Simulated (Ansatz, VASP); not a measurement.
Hf2TaO3: VASP beside Ansatz

```
CELL_PARAMETERS angstrom
3.01273 0.00000 0.00000
0.00000 3.01273 0.00000
0.00000 0.00000 8.79481
ATOMIC_POSITIONS crystal
Hf 0.50000 0.00000 0.66979
Hf 0.00000 0.50000 0.33021
Ta 0.50000 0.50000 0.00000
O 0.50000 0.00000 0.40801
O 0.00000 0.50000 0.59199
O 0.00000 0.00000 0.00000
```

Change from the starting cell: species swapped into the Hf2GaSb3 type (P-4m2, No. 115).

Alike in both runs: functional PBE; k mesh 6 × 6 × 4; occupations gaussian, width 0.1 eV; no spin polarisation.

Ansatz relaxed the structure, and its values are those at the end. VASP's run is a single point on that final structure, the one shown.

|  | VASP | Ansatz |
| --- | --- | --- |
| version | VASP 6.6.1 | Ansatz 0.2.0 |
| potentials or method | VASP PAW PBE potentials, release 64 (Hf_pv, Ta_pv, O) | scalar-relativistic, plane waves, PAW |
| plane-wave cutoff (eV) | 520 | 420 |
| valence electrons in the cell | 49 | 83 |

```csv
,VASP,Ansatz,Ansatz less VASP
gap on the k mesh at the Fermi level (eV),none,none,-
pressure (GPa),-1.6,-0.1,+1.51
rms of the force components (eV/Å),0.071,0.007,-0.0645
```

A gap of «none» marks a metal or a gap that the smearing closes. The two sets of potentials don't hold the same shells in valence.

Caveats: an odd number of electrons without spin polarisation forces a metal; a magnetic or distorted state may lie lower. Spin-orbit coupling is left out, which matters for the levels of Hf, Ta.
